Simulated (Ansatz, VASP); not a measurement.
# MoPt: VASP beside Ansatz

```
Mo Pt
1.0
     4.47661    0.00000    0.00000
     0.00000    2.73373    0.00000
     0.00000    0.00000    4.95840
Mo Pt
2 2
Direct
  0.25000 0.00000 0.16175
  0.75000 0.00000 0.83825
  0.25000 0.50000 0.66273
  0.75000 0.50000 0.33727
```

The cell comes from a database or a generator and needn't be the stable form of this composition.

Alike in both runs: task single point; functional LDA; k mesh 3 × 5 × 3; occupations gaussian, width 0.3 eV; no spin polarisation.

|  | VASP | Ansatz |
| --- | --- | --- |
| version | VASP 6.6.1 | Ansatz 0.2.0 |
| potentials or method | VASP PAW LDA potentials, release 64 (Mo_sv, Pt), cutoff 520 eV | all-electron (LAPW or listed datasets) |

```csv
,VASP,Ansatz,Ansatz less VASP
gap on the k mesh at the Fermi level (eV),none,none,-
pressure (GPa),-9.4,-10.3,-0.90
largest component of the traceless stress (GPa),1.34,1.36,+0.013
rms of the force components (eV/Å),0.157,0.160,+0.0024
```

Atom by atom the forces differ by 0.005 eV/Å (rms over components). A gap of «none» marks a metal or a gap that the smearing closes. Ansatz ran all-electron here, so the differences hold the error of VASP's frozen core and of both bases.

Caveats: the k mesh is coarse (spacing up to 0.47 Å⁻¹), so the values aren't converged. Spin-orbit coupling is left out, which matters for the levels of Pt.
